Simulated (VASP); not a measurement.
Wanted: the native input for a VASP 6.6.1 run.

* Task: electrostatic potential
* Functional: HSE06
* Potentials or basis: VASP PAW PBE potentials, release 64 (Ga_d, As)
* Cutoff: 520 eV
* k mesh: 6 × 6 × 6
* Occupations: gaussian, width 0.02 eV
* Spin: no spin polarisation
* Grid for exact exchange (PRECFOCK): Fast
* Screening parameter: 0.2 1/A
* Further INCAR settings: ALGO = Normal; EDIFF = 1e-07

GaAs:

```
Ga As
1.0
     0.00000    2.82540    2.82540
     2.82540    0.00000    2.82540
     2.82540    2.82540    0.00000
Ga As
1 1
Cartesian
  0.0000 0.0000 0.0000
  1.4127 1.4127 1.4127
```

The cell was built by a generator and needn't be a form met in nature.

These files were run (other wordings do the same):

POSCAR

```
GaAs                                    
1.0
   -0.0000000000      2.8254019394      2.8254019394
    2.8254019394      0.0000000000      2.8254019394
    2.8254019394      2.8254019394      0.0000000000
  Ga              As            
     1     1
Direct
     0.0000000000000000    0.0000000000000000    0.0000000000000000
     0.2500000000000000    0.2500000000000000    0.2500000000000000
```

INCAR.step1

```
PREC = Accurate
ENCUT = 520
EDIFF = 1E-5
ISMEAR = 0
SIGMA = 0.02
LREAL = F
LASPH = T
NELM = 60
ALGO = Normal
ISIF = 2
LWAVE = T
GGA = PE
```

INCAR.step2

```
PREC = Accurate
ENCUT = 520
EDIFF = 1E-7
ISMEAR = 0
SIGMA = 0.02
LREAL = F
LASPH = T
NELM = 60
ALGO = Normal
ISIF = 2
LWAVE = F
LCHARG = T
GGA = PE
LHFCALC = T
HFSCREEN = 0.2
PRECFOCK = Fast
LVHAR = T
ISTART = 1
```

KPOINTS

```
Automatic mesh
0
Gamma
  6 6 6
```

Potentials or basis: VASP PAW PBE potentials, release 64 (Ga_d, As).

The run is started by

```console
$ cat potpaw_PBE.64/Ga_d/POTCAR potpaw_PBE.64/As/POTCAR > POTCAR
$ cp INCAR.step1 INCAR
$ mpirun -np 1 vasp_std > vasp.out
$ cp INCAR.step2 INCAR
$ mpirun -np 1 vasp_std > vasp.out
```

It gave:

```yaml
Pressure: 1.1 GPa
Band_gap_on_the_k_mesh: 1.45 eV, direct
```

Caveat: the PAW data sets were made with another functional, which shifts forces and pressure a little.

Wall time 12 min on 1 thread of Intel(R) Xeon(R) 6975P-C (Granite Rapids) (shared host), peak memory 0.28 GiB.
